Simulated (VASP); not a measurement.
Crystal: DyO.

```xyz
2
Lattice="0.0000 2.5261 2.5261 2.5261 0.0000 2.5261 2.5261 2.5261 0.0000" Properties=species:S:1:pos:R:3 pbc="T T T"
Dy    0.0000    0.0000    0.0000
O     1.2631    1.2631    1.2631
```

The cell comes from a database or a generator and needn't be the stable form of this composition.

Base run:

* Program: VASP 6.6.1
* Functional: LDA
* Potentials or basis: VASP PAW PBE potentials, release 64 (Dy, O)
* Cutoff: 520 eV
* k mesh: 6 × 6 × 6
* Occupations: gaussian, width 0.05 eV
* Spin: collinear spin, zero start
* Starting moments: [0.0, 0.0] μB
* Hubbard terms: Dy f U = 8 eV

Its results: band gap on the k mesh none (metal or under the smearing width); pressure 9.7 GPa; net moment 1.99 μB per cell; site moments Dy +1.90; O -0.02 μB.

The run is repeated on the same cell with these changes: hubbard terms from Dy f U = 8 eV to Dy f U = 3 eV; further incar settings from ALGO = Normal; EDIFF = 1e-07; NBANDS = 24 to ALGO = Normal; EDIFF = 1e-06. What comes out?

Band gap on the k mesh none (metal or under the smearing width); pressure 7.1 GPa; net moment 0.09 μB per cell; site moments Dy -0.10; O +0.01 μB.

Caveats: the magnetic or orbital state may not be the lowest; the PAW data sets were made with another functional, which shifts forces and pressure a little; spin-orbit coupling is left out, which moves the levels of the heavy elements.
